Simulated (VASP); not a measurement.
Consider the following.

```xyz
3
Lattice="0.0000 3.0155 3.0768 3.0552 0.0000 3.0768 3.0552 3.0155 0.0000" Properties=species:S:1:pos:R:3 pbc="T T T"
Al     1.5276     1.5078     1.5384
Al     4.5828     4.5233     4.6152
Au     0.0609     0.0000     0.0000
```
Cell charge -0.1.

Method: PBE GGA, VASP's PBE PAW potentials (set 64) (plane waves; VASP 6.6.1). Numerical set-up: NELECT = 17.1, 400 eV cut-off, 8×8×8 Γ-centred mesh, Gaussian smearing of 0.050 eV, potentials Al Au.

The cell is charged, with a uniform compensating background.

Question: Which forces act on the atoms, in eV/Å?

Answer: 
| atom | Fx | Fy | Fz |
|---|---|---|---|
| Al1 | 0.212 | 0.000 | 0.000 |
| Al2 | 0.212 | 0.000 | 0.000 |
| Au3 | -0.424 | 0.000 | 0.000 |

Question: Give the stress tensor in GPa (positive for a compressed cell).

Answer: 
```
0.96  0.00  0.00
0.00  2.14  0.00
0.00  0.00  0.51
```
The pressure is its mean diagonal, 1.20 GPa.

The compound is AuAl2 in the fluorite structure. The cell was not relaxed at this level, atoms are displaced from their ideal sites. The run is one of a series of settings (ISMEAR = 0, NELECT = 17.1, SIGMA = 0.05 against the base run), some of them coarse on purpose. The electron count is odd and the run is not spin-polarised, which forces a metal.
